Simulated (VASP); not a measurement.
VASP input:

**KPOINTS**
```
K-points
0
Gamma
16 16 16
0 0 0
```

### POSCAR
```
Pd
1
    0.0000000000     1.9207439329     1.9207439329
    1.9207439329     0.0000000000     1.9207439329
    1.9207439329     1.9207439329    -0.0000000000
Pd
1
Direct
  0.0000000000   0.0000000000   0.0000000000
```

### INCAR
```
IBRION = 2
EDIFFG = -0.02   # ionic stop
EDIFF = 1E-6
LREAL = .FALSE.   # projection in real space or not
LCHARG = .FALSE.
LASPH = .TRUE.
SIGMA = 0.1   # width (eV)
ENCUT = 500
PREC = Accurate
NSW = 40   # most ionic steps
LWAVE = .FALSE.
LMAXMIX = 4   # l cut-off of mixed one-centre charges
ISMEAR = 1   # Methfessel-Paxton
SYSTEM = Pd
ISIF = 3   # ions, shape and volume
ALGO = Normal
NELM = 100   # most electronic steps
```

POTCAR, in this order: Pd (LDA.64 set). Program: vasp_std.

**Question.** Write an equivalent input for Quantum ESPRESSO's pw.x.

**Answer.** One equivalent input (not run):
```
&CONTROL
  calculation = 'vc-relax'
  pseudo_dir = './pseudo'
  outdir = './out'
  tprnfor = .true.
  tstress = .true.
  nstep = 40
  forc_conv_thr = 0.00078
/
&SYSTEM
  ibrav = 0
  nat = 1
  ntyp = 1
  ecutwfc = 82
  occupations = 'smearing'
  smearing = 'methfessel-paxton'
  degauss = 0.00735
  input_dft = 'pz'
/
&ELECTRONS
  conv_thr = 7.3e-08
  electron_maxstep = 100
/
&IONS
/
&CELL
/
ATOMIC_SPECIES
  Pd 106.420 Pd.upf
CELL_PARAMETERS angstrom
     0.0000000    1.9207439    1.9207439
     1.9207439    0.0000000    1.9207439
     1.9207439    1.9207439   -0.0000000
ATOMIC_POSITIONS crystal
  Pd   0.0000000  0.0000000  0.0000000
K_POINTS automatic
  16 16 16 0 0 0
```
Limits of the translation: the potentials are each code's own (VASP's PAW set, PseudoDojo norm-conserving files in pw.x), so ENCUT and ecutwfc are chosen apart and not converted; conv_thr bounds pw.x's estimated SCF error, while EDIFF bounds the energy change between steps; forc_conv_thr acts on force components and is met together with etot_conv_thr.

The compound is Pd in the fcc structure. It was relaxed first.
